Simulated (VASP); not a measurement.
A VASP calculation is set up with these files.

**INCAR**
```
SYSTEM = Cu3Au
PREC = Accurate
ENCUT = 480
EDIFF = 1E-7
NELM = 100
ALGO = Normal
LREAL = .FALSE.
LASPH = .TRUE.
ISMEAR = 1
SIGMA = 0.1
GGA = PS
LMAXMIX = 6
LWAVE = .FALSE.
LCHARG = .FALSE.
ISIF = 2
```

File KPOINTS:
```
Automatic mesh
0
Gamma
8 8 8
0 0 0
```

POSCAR:
```
Cu3Au
7.4275680
  0.4999999867   0.0099999997   0.0000000000
  0.0099999997   0.4999999867   0.0000000000
  0.0000000000   0.0000000000   0.4999999867
Cu Au
3 1
direct
  0.0000000000   0.5000000000   0.5000000000
  0.5000000000   0.0000000000   0.5000000000
  0.5000000000   0.5000000000   0.0000000000
  0.0000000000   0.0000000000   0.0000000000
```

POTCAR, in this order: Cu Au (PBE.64 set). Program: vasp_std.

**Question.** Write an equivalent input for Quantum ESPRESSO's pw.x.

**Answer.** One equivalent input (not run):
```
&CONTROL
  calculation = 'scf'
  pseudo_dir = './pseudo'
  outdir = './out'
  tprnfor = .true.
  tstress = .true.
/
&SYSTEM
  ibrav = 0
  nat = 4
  ntyp = 2
  ecutwfc = 92
  occupations = 'smearing'
  smearing = 'methfessel-paxton'
  degauss = 0.00735
  input_dft = 'pbesol'
/
&ELECTRONS
  conv_thr = 7.3e-09
  electron_maxstep = 100
/
ATOMIC_SPECIES
  Cu 63.546 Cu.upf
  Au 196.967 Au.upf
CELL_PARAMETERS angstrom
     3.7137839    0.0742757    0.0000000
     0.0742757    3.7137839    0.0000000
     0.0000000    0.0000000    3.7137839
ATOMIC_POSITIONS crystal
  Cu   0.0000000  0.5000000  0.5000000
  Cu   0.5000000  0.0000000  0.5000000
  Cu   0.5000000  0.5000000  0.0000000
  Au   0.0000000  0.0000000  0.0000000
K_POINTS automatic
  8 8 8 0 0 0
```
Limits of the translation: the potentials are each code's own (VASP's PAW set, PseudoDojo norm-conserving files in pw.x), so ENCUT and ecutwfc are chosen apart and not converted; conv_thr bounds pw.x's estimated SCF error, while EDIFF bounds the energy change between steps.

The compound is Cu3Au in the L1_2 structure. This cell was strained or had an atom moved on purpose.
